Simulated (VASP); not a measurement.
An input for Quantum ESPRESSO's pw.x (written as the equivalent of a VASP run, and not itself run):

```
&CONTROL
  calculation = 'vc-relax'
  pseudo_dir = './pseudo'
  outdir = './out'
  tprnfor = .true.
  tstress = .true.
  nstep = 60
  forc_conv_thr = 0.00039
/
&SYSTEM
  ibrav = 0
  nat = 2
  ntyp = 1
  ecutwfc = 82
  occupations = 'smearing'
  smearing = 'gaussian'
  degauss = 0.003675
  input_dft = 'pz'
/
&ELECTRONS
  conv_thr = 7.3e-08
  electron_maxstep = 100
/
&IONS
/
&CELL
/
ATOMIC_SPECIES
  C 12.011 C.upf
CELL_PARAMETERS angstrom
     0.0000000    1.7835000    1.7835000
     1.7835000    0.0000000    1.7835000
     1.7835000    1.7835000    0.0000000
ATOMIC_POSITIONS crystal
  C    0.0000000  0.0000000  0.0000000
  C    0.2500000  0.2500000  0.2500000
K_POINTS automatic
  11 11 11 0 0 0
```

**Question.** Translate this input to VASP (INCAR, KPOINTS, POSCAR, choice of POTCAR).

**Answer.** This is not unique; one that fits is 
**KPOINTS**
```
K-points
0
gamma
11 11 11
```

### INCAR
```
! general
SYSTEM = C
PREC   = Accurate
ENCUT  = 520
LREAL  = .False.
LASPH  = .True.

! electronic loop
EDIFF  = 1E-6
NELM   = 100
ALGO   = Normal

! smearing
ISMEAR = 0
SIGMA  = 0.05

! ions
IBRION = 2
NSW    = 60
ISIF   = 3
EDIFFG = -0.01

! output
LWAVE  = .False.
LCHARG = .False.
```

### POSCAR
```
C
1
    0.0000000000     1.7835000000     1.7835000000
    1.7835000000     0.0000000000     1.7835000000
    1.7835000000     1.7835000000     0.0000000000
C
2
Direct
  0.0000000000   0.0000000000   0.0000000000
  0.2500000000   0.2500000000   0.2500000000
```

POTCAR, in this order: C (LDA.64 set). Program: vasp_std.

The two are equivalent in intent, not identical: the potentials are each code's own (VASP's PAW set, PseudoDojo norm-conserving files in pw.x), so ENCUT and ecutwfc are chosen apart and not converted; conv_thr bounds pw.x's estimated SCF error, while EDIFF bounds the energy change between steps; forc_conv_thr acts on force components and is met together with etot_conv_thr.

The compound is C in the diamond structure. This run relaxes it. Symmetry was kept, so distortions that lower it aren't found.
